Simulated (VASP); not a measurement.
Computed with r2SCAN meta-GGA, VASP's PBE PAW potentials (set 64) (plane waves; VASP). For the first row: Settings: 400 eV cut-off, 8×8×8 Γ-centred mesh, tetrahedra with Blöchl corrections, potentials Cd Se.

| system | energy (eV/atom) |
|---|---|
| CdSe (zinc blende) | -17.9563 |
| Cd (hcp) | -20.0949 |
| Se (trig) | -14.3080 |

The references are the elements' solids at the same level; no temperature or zero-point terms are added.

What is the formation energy per atom of CdSe?

The references average (1×(-20.0949) + 1×(-14.3080))/2 = -17.2015 eV, so the formation energy is -17.9563 − (-17.2015) = -0.755 eV/atom.
